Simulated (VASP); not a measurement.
# CaSi6 (P1) in VASP: density of states with PBE

Aim: the density of states of CaSi6 with PBE.

Program: VASP 6.6.1. These are calculated values, not measurements. Logs are shortened: lines on timing, memory, paths and dates and some standing lists are left out, and cuts for length are marked.

### Step 1. The structure

The typed cell holds 7 atoms: a = 4.939 Å, b = 4.872 Å, c = 4.901 Å, α = 88.84°, β = 89.21°, γ = 89.52°.

The cell was built by a generator and needn't be a form met in nature.

### Step 2. Density of states, PBE

The input, POSCAR:

```
CaSi6
1.0
    4.9384383300      0.0204258800      0.0337586100
    0.0204258800      4.8716818300      0.0492727000
    0.0337586100      0.0492727000      4.9005785700
Ca Si
1 6
Direct
    0.5116620000      0.4992190000      0.4841630000
    0.0390660000      0.0004240000      0.3011590000
    0.9785450000      0.9987590000      0.7120790000
    0.3320740000      0.9872510000      0.9911190000
    0.7296120000      0.9831670000      0.0395750000
    0.9852460000      0.2789280000      0.9938860000
    0.0187580000      0.7221500000      0.0312500000
```

The input, INCAR.step1:

```
PREC = Accurate
ENCUT = 520
EDIFF = 1E-7
ISMEAR = -1
SIGMA = 0.091
LREAL = False
LASPH = True
NELM = 100
ALGO = Fast
ISIF = 2
LWAVE = False
LCHARG = True
GGA = PE
NBANDS = 26
```

The input, KPOINTS.step1:

```
Automatic mesh
0
Gamma
  4 4 4
  0 0 0.5
```

The input, INCAR.step2:

```
PREC = Accurate
ENCUT = 520
EDIFF = 1E-7
ISMEAR = -5
SIGMA = 0.091
LREAL = False
LASPH = True
NELM = 100
ALGO = Fast
ISIF = 2
LWAVE = False
LCHARG = False
GGA = PE
LORBIT = 10
NBANDS = 26
NEDOS = 1001
ICHARG = 11
```

The input, KPOINTS.step2:

```
regular mesh
0
Gamma
  6 6 6
```

Potentials or basis: VASP PAW PBE potentials, release 64 (Ca_sv, Si).

Command:

```console
$ cat potpaw_PBE.64/Ca_sv/POTCAR potpaw_PBE.64/Si/POTCAR > POTCAR
$ cp INCAR.step1 INCAR
$ cp KPOINTS.step1 KPOINTS
$ mpirun -np 1 vasp_std > vasp.out
$ cp INCAR.step2 INCAR
$ cp KPOINTS.step2 KPOINTS
$ mpirun -np 1 vasp_std > vasp.out
```

OUTCAR:

```text
PREC = Accurate
   ENCUT = 520
   EDIFF = 1E-7
   ISMEAR = -5
   LREAL = False
   LASPH = True
   NELM = 100
   ISIF = 2
   GGA = PE
   LORBIT = 10
   ICHARG = 11

 ion  position               nearest neighbor table
   1  0.512  0.499  0.484-
   2  0.039  0.000  0.301-   7 1.92   5 2.01   6 2.03   3 2.03   4 2.09   3 2.91
   3  0.979  0.999  0.712-   6 1.96   5 2.01   2 2.03   7 2.05   4 2.23   2 2.91
   4  0.332  0.987  0.991-   5 1.98   7 2.03   2 2.09   6 2.22   3 2.23   5 2.98
   5  0.730  0.983  0.040-   7 1.90   6 1.93   4 1.98   3 2.01   2 2.01   4 2.98
   6  0.985  0.279  0.994-   5 1.93   3 1.96   2 2.03   7 2.18   4 2.22   7 2.72
   7  0.019  0.722  0.031-   5 1.90   2 1.92   4 2.03   3 2.05   6 2.18   6 2.72

  LATTYP: Found a triclinic cell.
 ALAT       =     4.9009425383
 B/A-ratio  =     1.3957300936
 C/A-ratio  =     1.7318268930
 COS(alpha) =     0.0026179607
 COS(beta)  =     0.5810077872
 COS(gamma) =     0.7020874806

  Lattice vectors:

 A1 = (  -0.0337586100,  -0.0492727000,  -4.9005785700)
 A2 = (  -0.0133327300,   4.8224091300,  -4.8513058700)
 A3 = (   4.8842538400,  -4.9005286500,  -4.9160926600)

Analysis of symmetry for initial positions (statically):
=====================================================================
 Subroutine PRICEL returns:
 Original cell was already a primitive cell.

 Routine SETGRP: Setting up the symmetry group for a
 triclinic supercell.

 Subroutine GETGRP returns: Found  1 space group operations
 (whereof  1 operations were pure point group operations)
 out of a pool of  2 trial point group operations.

The static configuration has the point symmetry C_1 .

Analysis of symmetry for dynamics (positions and initial velocities):
=====================================================================
 Subroutine PRICEL returns:
 Original cell was already a primitive cell.

 Routine SETGRP: Setting up the symmetry group for a
 triclinic supercell.

 Subroutine GETGRP returns: Found  1 space group operations
 (whereof  1 operations were pure point group operations)
 out of a pool of  2 trial point group operations.

The dynamic configuration has the point symmetry C_1 .

 Subroutine INISYM returns: Found  1 space group operations
 (whereof  1 operations are pure point group operations),
 and found     1 'primitive' translations

----------------------------------------------------------------------------------------
[... 122 lines left out ...]
   IALGO  =     68    algorithm
   IMIX   =      4    mixing-type and parameters
     AMIX     =   0.40;   BMIX     =  1.00
     AMIX_MAG =   1.60;   BMIX_MAG =  1.00
  volume/ion in A,a.u.               =      16.84       113.64
  Fermi-wavevector in a.u.,A,eV,Ry     =   1.081649  2.044021 15.918343  1.169965
  Thomas-Fermi vector in A             =   2.217671
   LORBIT       =     10    0 simple, 1 ext, 2 COOP (PROOUT), +10 PAW based schemes
   GGA     = PE    functional components
   LHFCALC =     F    Hartree Fock is set to
   AEXX    =    0.0000 exact exchange contribution
   IVDW    =     0    specifies the selected vdW correction
   LEPSILON=     F    determine dielectric tensor
   LRPA    =     F    only Hartree local field effects (RPA)
 non-spin polarized calculation
 RMM-DIIS sequential band-by-band and
 Fermi weights with tetrahedron method with Bloechl corrections
  energy-cutoff  :      520.00
  volume of cell :      117.88
 maximum number of plane-waves:      3198
 NGX is ok and might be reduce to    40

 number of electron      34.0000003 magnetization

 Free energy of the ion-electron system (eV)
  ---------------------------------------------------
  ext. energy  EPLUGINS =         0.00000000
  ---------------------------------------------------
  free energy    TOTEN  =       -17.68043408 eV

  energy without entropy =      -17.68043408  energy(sigma->0) =      -17.68043408

 E-fermi :   8.1590     XC(G=0): -10.0315

 val. band max:        8.3680098839   @ k =   0.3333  -0.3333   0.3333
 cond. band min:       7.9382508971   @ k =  -0.1667   0.1667   0.5000
 fundamental gap:     -0.4297589868
 Fermi energy:         8.1590083075

 k-point     1 :       0.0000    0.0000    0.0000
  band No.  band energies     occupation
      1     -33.9930      2.00000
      2     -14.9959      2.00000
      3     -14.9826      2.00000
      4     -14.9666      2.00000
      5      -9.3646      2.00000
      6      -2.2776      2.00000
[... 685 lines left out ...]
     25      11.7317      0.00000
     26      12.0625      0.00000

 [... further k-points ...]

------------------------ aborting loop because EDIFF is reached ----------------------------------------

  FORCE on cell =-STRESS in cart. coord.  units (eV):
  Direction    XX          YY          ZZ          XY          YZ          ZX
  --------------------------------------------------------------------------------------
  -------------------------------------------------------------------------------------
  Total       50.7713383     46.6889708     50.9377345      1.1260366      3.5000002     -0.7372656
  in kB      690.0573530    634.5719596    692.3189234     15.3044977     47.5701642    -10.0205263
  external PRESSURE =     672.3160787 kB  Pullay stress =       0.0000000 kB

 VOLUME and BASIS-vectors are now :
 -----------------------------------------------------------------------------
  energy-cutoff  :      520.00
  volume of cell :      117.88
      direct lattice vectors                 reciprocal lattice vectors
     4.938438330  0.020425880  0.033758610     0.202506096 -0.000835039 -0.001386608
     0.020425880  4.871681830  0.049272700    -0.000835039  0.205292240 -0.002058351
     0.033758610  0.049272700  4.900578570    -0.001386608 -0.002058351  0.204087786

 POSITION                                       TOTAL-FORCE (eV/Angst)
 -----------------------------------------------------------------------------------
      2.55335      2.46634      2.41455        -0.056611     -0.046554     -0.019182
      0.20310      0.01770      1.47719         3.277688      2.694753     10.905111
      4.87692      4.92071      3.57184         0.405230     -1.529274     -8.785564
      1.69355      4.86519      4.91691         3.591137      1.660175     -2.687064
      3.62456      4.80653      0.26701       -12.692711     -0.275666      2.409680
      4.90483      1.42794      4.91762         2.700163     13.597869      0.121803
      0.10844      3.52001      0.18936         2.775104    -16.101302     -1.944783
 -----------------------------------------------------------------------------------
    total drift:                               -0.015472      0.002041     -0.015236

  FREE ENERGIE OF THE ION-ELECTRON SYSTEM (eV)
  ---------------------------------------------------
  free  energy   TOTEN  =       -17.6804340756 eV

  energy  without entropy=      -17.6804340756  energy(sigma->0) =      -17.68043408

 total charge

# of ion       s       p       d       tot
------------------------------------------
    1        2.055   5.818   0.199   8.073
    2        0.818   1.260   0.000   2.078
    3        0.809   1.203   0.000   2.012
    4        0.812   1.152   0.000   1.964
    5        0.834   1.331   0.000   2.165
    6        0.817   1.216   0.000   2.033
    7        0.826   1.275   0.000   2.102
--------------------------------------------------
tot          6.972  13.256   0.199  20.427
```

Wall time 6.3 min (1 thread of Intel Xeon Platinum 8488C (Sapphire Rapids), shared host); peak memory 0.4 GiB.

Results:

```
Valence electrons inside the program's atomic spheres : Ca 8.07; Si 2.08, 2.01, 1.96, 2.17, 2.03, 2.10
```

States per cell in windows of 0.5 eV (zero at the Fermi level; states under -8 eV left out):
```csv
from (eV),total,Ca1_d,Si6_p,Si7_p,Si3_p,Si5_p,Si4_p
-8.0,0.72,0.00,0.04,0.04,0.04,0.05,0.03
-7.5,0.84,0.00,0.05,0.05,0.05,0.05,0.04
-7.0,0.87,0.00,0.05,0.06,0.05,0.06,0.04
-6.5,1.15,0.00,0.07,0.08,0.07,0.08,0.06
-6.0,1.69,0.00,0.09,0.10,0.12,0.17,0.13
-5.5,2.25,0.01,0.17,0.17,0.16,0.15,0.14
-5.0,2.13,0.01,0.17,0.15,0.17,0.14,0.17
-4.5,1.14,0.00,0.11,0.10,0.09,0.07,0.07
-4.0,0.42,0.00,0.05,0.05,0.03,0.02,0.03
-3.5,0.00,0.00,0.00,0.00,0.00,0.00,0.00
-3.0,0.00,0.00,0.00,0.00,0.00,0.00,0.00
-2.5,0.03,0.00,0.00,0.00,0.00,0.00,0.00
-2.0,0.43,0.02,0.01,0.01,0.02,0.02,0.02
-1.5,1.49,0.04,0.04,0.04,0.05,0.05,0.06
-1.0,2.16,0.05,0.06,0.05,0.07,0.06,0.07
-0.5,1.82,0.05,0.05,0.05,0.05,0.05,0.05
0.0,1.49,0.07,0.04,0.04,0.05,0.04,0.05
0.5,1.99,0.12,0.06,0.05,0.05,0.04,0.05
1.0,2.45,0.34,0.04,0.04,0.04,0.04,0.04
1.5,2.12,0.33,0.04,0.04,0.05,0.05,0.05
2.0,2.77,0.62,0.06,0.06,0.06,0.05,0.06
2.5,2.43,0.88,0.04,0.04,0.04,0.04,0.04
3.0,3.61,1.62,0.06,0.06,0.06,0.06,0.06
3.5,1.17,0.46,0.02,0.02,0.03,0.02,0.03
4.0,0.02,0.01,0.00,0.00,0.00,0.00,0.00
4.5,0.00,0.00,0.00,0.00,0.00,0.00,0.00
5.0,0.00,0.00,0.00,0.00,0.00,0.00,0.00
5.5,0.00,0.00,0.00,0.00,0.00,0.00,0.00
```

Caveat: the cell as given lies far from equilibrium; tetrahedron occupations give inexact forces and stress in metals.
